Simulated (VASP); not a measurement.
BaSi₂ (relaxed from the fluorite structure, space group Fm-3m): computed properties

Computed with PBEsol GGA, VASP's PBE PAW potentials (set 64) (plane waves; VASP 6.6.1).

| Property | Value |
|---|---|
| space group | Fm-3m (225) |
| cell | a = b = c = 7.163 Å, α = β = γ = 90.00° |
| volume per atom | 30.63 Å³/atom |
| band gap (over mesh and band path) | none (metal, semimetal or under 0.01 eV) |
| density | 3.50 g/cm³ |

```
CELL_PARAMETERS angstrom
      0.00000     3.58167     3.58167
      3.58167     0.00000     3.58167
      3.58167     3.58167     0.00000
ATOMIC_POSITIONS crystal
  Ba 0.00000 0.00000 0.00000
  Si 0.25000 0.25000 0.25000
  Si 0.75000 0.75000 0.75000
```

Unless said otherwise, spin-orbit coupling is left out, though it shifts the bands of the heavy elements here.

The structure was generated: BaSi2 was put into the fluorite type (Fm-3m), which need not be its known phase. It was relaxed first, which changed the volume by -13 %. Symmetry was kept, so distortions that lower it aren't found.
